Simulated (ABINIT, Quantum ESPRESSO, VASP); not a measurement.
One structure in several programs: GaN (F-43m, 2 atoms in the cell)

Self-consistent single point.

```
GaN
1.0
   -2.26000     0.00000     2.26000
    0.00000     2.26000     2.26000
   -2.26000     2.26000     0.00000
Ga N
1 1
Direct
  0.00000   0.00000   0.00000
  0.25000   0.25000   0.25000
```

Shared settings, as Quantum ESPRESSO writes them: occupations = smearing; smearing = fermi-dirac; degauss = 0.000734986 Ry; noncolin = true; lspinorb = true; K_POINTS = automatic 13 13 13 0 0 0. Potentials and cutoffs stand in the table.

| code | model | pressure (GPa) | gap on the mesh (eV) | cutoff |
|---|---|---|---|---|
| Quantum ESPRESSO | PBE, spin-orbit coupling, PseudoDojo fully relativistic norm-conserving (PBE) pseudopotentials | 3.65 | 1.698 | 85 Ry |
| VASP | PBE, spin-orbit coupling, VASP's PBE PAW potentials (set 64) | – | 1.652 | 400 eV |
| ABINIT | PBE, spin-orbit coupling, PAW (JTH v2.0 PBE PAW) | 3.82 | 1.654 | 707 eV |

A dash marks a value that a program does not give, or that is left out as unsure.

Gaps are read on the mesh.

The spread over the programs that give each value: pressure within 0.17 GPa; gap on the mesh within 0.046 eV.

VASP's run is marked for a possible Pulay error in its stress at this cutoff; no cutoff test was made.

The starting cell has typed, rounded lattice constants, without a prior relaxation at this level.

Left out of this page: Ansatz and SIESTA (not drawn, or without a comparable value); FLEUR (with a known weakness of the program).
